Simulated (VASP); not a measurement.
A convergence study with VASP on BaF₂ (fluorite): one setting is varied, all else stays as given below, so the limit is that of these other settings.

```
BaF2
1.0
    0.00000     3.10000     3.10000
    3.10000     0.00000     3.10000
    3.10000     3.10000     0.00000
Ba F
1 2
Direct
  0.00000   0.00000   0.00000
  0.25000   0.25000   0.25000
  0.75000   0.75000   0.75000
```

Computed with PBE GGA, VASP's PBE PAW potentials (set 64) (plane waves; VASP). The tightest run used: 700 eV cut-off, 15×15×15 Γ-centred mesh, Gaussian smearing of 0.050 eV, potentials Ba_sv F.

```csv
setting,E (eV/atom),pressure (GPa),irreducible k-points
1×1×1 mesh,-6.0793,-7.11,1
2×2×2 mesh,-5.6871,2.75,3
3×3×3 mesh,-5.7056,2.27,4
```

Question: These are the cheaper rows. Estimate the results at 15×15×15 mesh, and how far the last row shown lies from them.

Answer: 
```json
[
 {"quantity": "E (eV/atom)", "tightest run": "-5.7059", "last row shown is off by": "0.0003"},
 {"quantity": "pressure (GPa)", "tightest run": "2.24", "last row shown is off by": "0.02"}
]
```

Left out are rungs that failed or repeat a setting and relaxations that didn't move; long series are thinned to 24 rows.

The compound is BaF2 in the fluorite structure. The cell was not relaxed at this level.
